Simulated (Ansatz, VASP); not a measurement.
**Two plane-wave programs on MgPb2N2**

```
CELL_PARAMETERS angstrom
3.39174 0.00000 0.00000
-1.69587 2.93734 0.00000
0.00000 0.00000 9.23496
ATOMIC_POSITIONS crystal
Mg 0.00000 0.00000 0.00000
Pb 0.66667 0.33333 0.28655
Pb 0.33333 0.66667 0.71345
N 0.66667 0.33333 0.86182
N 0.33333 0.66667 0.13818
```

The cell comes from a database or a generator and needn't be the stable form of this composition.

Alike in both runs: task single point; functional LDA; k mesh 9 × 9 × 4; occupations gaussian, width 0.05 eV; no spin polarisation.

|  | VASP | Ansatz |
| --- | --- | --- |
| version | VASP 6.6.1 | Ansatz 0.2.0 |
| potentials or method | VASP PAW LDA potentials, release 64 (Mg, Pb_d, N) | scalar-relativistic, plane waves, PAW |
| plane-wave cutoff (eV) | 520 | 420 |
| valence electrons in the cell | 40 | 48 |

|  | VASP | Ansatz | Ansatz less VASP |
| --- | --- | --- | --- |
| gap on the k mesh at the Fermi level (eV) | 0.61 | 0.61 | -0.004 |
| least direct gap on the mesh (eV) | 0.61 | 0.61 | -0.004 |
| pressure (GPa) | -6.3 | -6.1 | +0.25 |
| largest component of the traceless stress (GPa) | 0.80 | 0.75 | -0.046 |
| rms of the force components (eV/Å) | 0.217 | 0.231 | +0.0136 |

Atom by atom the forces differ by 0.021 eV/Å (rms over components). The two sets of potentials don't hold the same shells in valence.

Caveats: spin-orbit coupling is left out, which as a rule narrows the gap of such compounds by several tenths of an eV; an odd mesh through Γ misses points on the zone boundary, where band edges often lie.
